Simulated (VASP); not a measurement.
Runs of VASP 6.6.1 on Pb. The structure is cubic, space group Fm-3m (No. 225). The conventional cell has a = 4.950 Å, b = 4.950 Å, c = 4.950 Å, α = 90.00°, β = 90.00°, γ = 90.00°. Pb (site symmetry m-3m) has 12 Pb at 3.50 Å as nearest neighbours. 

```tsv
level	potentials or basis	k mesh	cutoff (eV)	mesh quality	gap on the mesh (eV)	pressure (GPa)	relaxed volume (Å³/atom)
PBEsol	VASP PAW PBE potentials, release 64 (Pb_d)	6 × 6 × 6	600	coarse	none	0.0	(a)
RPBE	VASP PAW PBE potentials, release 64 (Pb_d)	14 × 14 × 14	600	not flagged	none	0.0	33.27
PBEsol	VASP PAW PBE potentials, release 64 (Pb_d)	14 × 14 × 14	300	not flagged	none	0.0	29.62
LDA	VASP PAW LDA potentials, release 64 (Pb_d)	14 × 14 × 14	600	not flagged	none	0.0	29.16
PBE+D3(BJ)	VASP PAW PBE potentials, release 64 (Pb_d)	14 × 14 × 14	600	not flagged	none	0.0	(c)
PBEsol	VASP PAW PBE potentials, release 64 (Pb_d)	14 × 14 × 14	600	not flagged	none	0.0	30.04
PBE	VASP PAW PBE potentials, release 64 (Pb_d)	14 × 14 × 14	600	not flagged	none	0.0	32.00
PBEsol	VASP PAW PBE potentials, release 64 (Pb_d)	14 × 14 × 14	480	not flagged	none	0.0	(b)
```

Alike in all rows: task relaxation of cell and atoms; no spin polarisation; cell relaxed; smearing gaussian 0.1 eV.

Fill in the values left out.

(a) 30.58; (b) 30.01; (c) 30.48.

Caveats: some runs use coarse meshes; the PAW data sets were made with another functional, which shifts forces and pressure a little (some runs); pairwise dispersion overbinds metals, which lowers pressure and volume (some runs).

A k mesh can miss the band edges, and the runs leave out spin-orbit coupling on Pb.

A gap of «none» marks a metal or a gap under the smearing width.
